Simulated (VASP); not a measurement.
An input for Quantum ESPRESSO's pw.x (written as the equivalent of a VASP run, and not itself run):

```
&CONTROL
  calculation = 'scf'
  pseudo_dir = './pseudo'
  outdir = './out'
  tprnfor = .true.
  tstress = .true.
/
&SYSTEM
  ibrav = 0
  nat = 4
  ntyp = 2
  ecutwfc = 72
  occupations = 'smearing'
  smearing = 'gaussian'
  degauss = 0.003675
  input_dft = 'pbe'
/
&ELECTRONS
  conv_thr = 7.3e-08
  electron_maxstep = 100
/
ATOMIC_SPECIES
  Sn 118.710 Sn.upf
  S 32.060 S.upf
CELL_PARAMETERS angstrom
     3.4222580   -2.5009370    0.0000000
     3.4222580    2.5009370    0.0000000
    -1.2421550    0.0000000    7.3911220
ATOMIC_POSITIONS crystal
  Sn   0.0000000  0.5000000  0.0000000
  Sn   0.5000000  0.0000000  0.5000000
  S    0.5816000  0.4184000  0.2500000
  S    0.4184000  0.5816000  0.7500000
K_POINTS automatic
  4 4 3 0 0 0
```

Task: Translate this input to VASP (INCAR, KPOINTS, POSCAR, choice of POTCAR).

Result: One answer among several that fit: 
File POSCAR:
```
SnS
1
    3.4222580000    -2.5009370000     0.0000000000
    3.4222580000     2.5009370000     0.0000000000
   -1.2421550000     0.0000000000     7.3911220000
Sn S
2 2
Direct
  0.0000000000   0.5000000000   0.0000000000
  0.5000000000   0.0000000000   0.5000000000
  0.5816000000   0.4184000000   0.2500000000
  0.4184000000   0.5816000000   0.7500000000
```

**KPOINTS**
```
Automatic mesh
0
gamma
4 4 3
0 0 0
```

INCAR:
```
SYSTEM = SnS
PREC = Accurate; ENCUT = 300; LREAL = .False.
LASPH = .True.
EDIFF = 1E-6; NELM = 100; ALGO = Normal
LMAXMIX = 4
ISMEAR = 0; SIGMA = 0.05
GGA = PE
ISIF = 2
LWAVE = .False.; LCHARG = .False.
```

POTCAR, in this order: Sn_d S (PBE.64 set). Program: vasp_std.

The two are equivalent in intent, not identical: the potentials are each code's own (VASP's PAW set, PseudoDojo norm-conserving files in pw.x), so ENCUT and ecutwfc are chosen apart and not converted; conv_thr bounds pw.x's estimated SCF error, while EDIFF bounds the energy change between steps.

The structure was generated: SnS was put into an ordered model structure, which need not be its known phase. The cell was not relaxed at this level. The k-mesh is coarse (spacing up to 0.39 per Å, 2π included), so the numbers may not be converged in it.
